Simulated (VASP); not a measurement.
ZrC:

```
Zr C
1.0
     0.00000    2.35021    2.35021
     2.35021    0.00000    2.35021
     2.35021    2.35021    0.00000
Zr C
1 1
Direct
  0.50000 0.50000 0.50000
  0.00000 0.00000 0.00000
```

* Program: VASP 6.6.1
* Task: relaxation of cell and atoms
* Functional: LDA
* Potentials or basis: VASP PAW LDA potentials, release 64 (Zr_sv, C)
* Cutoff: 600 eV
* k mesh: 16 × 16 × 16
* Occupations: gaussian, width 0.1 eV
* Spin: no spin polarisation

At the start: pressure -8.2 GPa; volume 12.98 Å³/atom.

Q: How do energy, volume and symmetry change on relaxing?

A: Over 4 steps the energy falls by 12.0 meV/atom and the volume is 12.53 Å³/atom (-3.5 %); space group Fm-3m (No. 225, to 0.05 Å).

Step by step:
```tsv
step	energy change (eV)	largest force (eV/Å)	pressure (GPa)	volume (Å³)
1	0.0000	0.0000	-8.18	25.96
2	0.0526	0.0000	17.21	23.55
3	-0.0239	0.0000	-0.16	25.07
4	-0.0239	0.0000	0.00	25.05
```

Final structure:
```
Zr C
1.0
     0.00000    2.32239    2.32239
     2.32239    0.00000    2.32239
     2.32239    2.32239    0.00000
Zr C
1 1
Direct
  0.50000 0.50000 0.50000
  0.00000 0.00000 0.00000
```
